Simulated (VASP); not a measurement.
Given:

```
AlRu
1.0
    3.04980     0.00000     0.00000
    0.00000     3.04980     0.00000
    0.00000     0.00000     3.04980
Al Ru
1 1
Direct
  0.50000   0.50000   0.50000
  0.00000   0.00000   0.00000
```

Level of theory: PBE GGA, VASP's PBE PAW potentials (set 64) (plane waves; VASP). Settings: 400 eV cut-off, 9×9×9 Γ-centred mesh, first-order Methfessel-Paxton smearing of 0.10 eV, potentials Al Ru_pv.

Energy and stress use the plane-wave basis of the starting cell.

Q: The ions, cell shape and volume are relaxed. Give the cell that the relaxation ends in.

A: 
```
AlRu
1.0
    3.00150     0.00000     0.00000
    0.00000     3.00150     0.00000
    0.00000     0.00000     3.00150
Al Ru
1 1
Direct
  0.50000   0.50000   0.50000
  0.00000   0.00000   0.00000
```
Space group Pm-3m (221), at a tolerance of 0.03 Å.

Q: How do energy and volume change from the first to the last step?

A: The energy (σ→0) changes by -19.3 meV/atom and the volume by -4.7 %, in 4 ionic steps.

| step | E(σ→0) (eV) | max force (eV/Å) | pressure (GPa) | volume (Å³) |
|---|---|---|---|---|
| 1 | -14.2176 | 0.000 | -8.98 | 28.37 |
| 2 | -14.1665 | 0.000 | 16.87 | 25.23 |
| 3 | -14.2563 | 0.000 | -0.19 | 27.07 |
| 4 | -14.2563 | 0.000 | 0.04 | 27.04 |

The compound is RuAl in the CsCl type structure. This run relaxes it. Symmetry was kept, so distortions that lower it aren't found. The electron count is odd and the run is not spin-polarised, which forces a metal.
